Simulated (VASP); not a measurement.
Data:

```
BaS
1.0
    0.00000     3.22498     3.22498
    3.22498     0.00000     3.22498
    3.22498     3.22498     0.00000
Ba S
1 1
Direct
  0.00000   0.00000   0.00000
  0.50000   0.50000   0.50000
```

These are PW91 GGA, VASP's PBE PAW potentials (set 64) (plane waves; VASP) values and carry that method's errors. Run with 520 eV cut-off, 7×7×7 Γ-centred mesh, Gaussian smearing of 0.050 eV, potentials Ba_sv S.

Task: Predict the energy per atom (σ→0).

Result: 
```
Item                            Value
---------------------  --------------
energy per atom (σ→0)  -5.149 eV/atom
```

Total energies compare only between runs with the same potentials, cut-off and functional.

The compound is BaS in the rock salt structure. It was relaxed first. The start is the result of an earlier pass.
